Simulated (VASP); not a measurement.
Energy against volume of KBr (rock salt). These are vdW-DF-cx, VASP's PBE PAW potentials (set 64) (plane waves; VASP) values and carry that method's errors. Run with 520 eV cut-off, 7×7×7 Γ-centred mesh, Gaussian smearing of 0.050 eV, potentials K_sv Br.

```tsv
V (Å³/atom)	E (eV/atom)
33.858	-1.15217
34.939	-1.15749
36.020	-1.15935
37.100	-1.15832
```

**Question.** Fit these four points and predict the energy of the run at 38.181 Å³/atom.

**Answer.** A cubic in V^(−2/3), the third-order Birch-Murnaghan form, passes through the four points with V0 = 36.14 Å³/atom and B0 = 14 GPa, and gives -1.1549 eV/atom there. The run gave -1.1548 eV/atom, +0.0 meV/atom from the fit; all five points give B0 = 14 GPa.

The compound is KBr in the rock salt structure. It was relaxed first.
